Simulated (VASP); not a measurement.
Data:

```
VO
1.0
    0.00000     2.19902     2.19902
    2.19902     0.00000     2.19902
    2.19902     2.19902     0.00000
V O
1 1
Cartesian
  0.00000   0.00000   0.00000
  1.09951   1.09951   1.09951
```

Computed with LDA (Ceperley-Alder, Perdew-Zunger), VASP's LDA PAW potentials (set 64) (plane waves; VASP). Settings: 520 eV cut-off, Gaussian smearing of 0.050 eV, potentials V_sv O.

Task: Give the energies of bands 7 to 12 at the high-symmetry points, in eV from the Fermi level.

Result: 
```csv
band,Γ,X,U,L,W
7,-7.81,-6.65,-7.04,-7.36,-7.39
8,-7.81,-6.65,-6.85,-7.36,-6.64
9,-0.65,-2.01,-2.06,-0.17,-2.13
10,-0.06,0.32,0.15,0.25,-0.60
11,-0.06,0.82,0.23,0.25,0.74
12,3.25,1.44,1.92,2.16,1.60
```

It has no gap at this level: it comes out as a metal or semimetal.

The structure was generated: VO was put into the zinc blende type (F-43m), which need not be its known phase. It was relaxed first, which changed the volume by -34 %. The run is not spin-polarised, so no magnetic state was tried. The electron count is odd and the run is not spin-polarised, which forces a metal.
